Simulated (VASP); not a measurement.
Cu:

```
Cu
1.0
     0.00000    1.80750    1.80750
     1.80750    0.00000    1.80750
     1.80750    1.80750    0.00000
Cu
1
Cartesian
  0.0000 0.0000 0.0000
```

* Program: VASP 6.6.1
* Task: relaxation of cell and atoms
* Functional: LDA
* Potentials or basis: VASP PAW LDA potentials, release 64 (Cu)
* Cutoff: 350 eV
* k mesh: 10 × 10 × 10
* Occupations: gaussian, width 0.1 eV
* Spin: no spin polarisation

At the start: pressure -11.5 GPa; volume 11.81 Å³/atom.

Q: Where does the relaxation end?

A: Over 3 steps the energy falls by 34.8 meV/atom and the volume is 10.92 Å³/atom (-7.5 %); space group Fm-3m (No. 225, to 0.05 Å).

The path:
| step | energy change (eV) | largest force (eV/Å) | pressure (GPa) | volume (Å³) |
| --- | --- | --- | --- | --- |
| 1 | 0.0000 | 0.0000 | -11.46 | 11.81 |
| 2 | -0.0210 | 0.0000 | 9.64 | 10.42 |
| 3 | -0.0348 | 0.0000 | -0.03 | 10.92 |

Final structure:
```yaml
crystal:
  lattice:
    - [0.00000, 1.76085, 1.76085]
    - [1.76085, 0.00000, 1.76085]
    - [1.76085, 1.76085, 0.00000]
  atoms:
    - { symbol: Cu, position: [0.00000, 0.00000, 0.00000] }
```

Caveat: the cutoff is under 1.25 times the usual one of these potentials, so pressure, stress and relaxed cells hold a basis-set (Pulay) error.
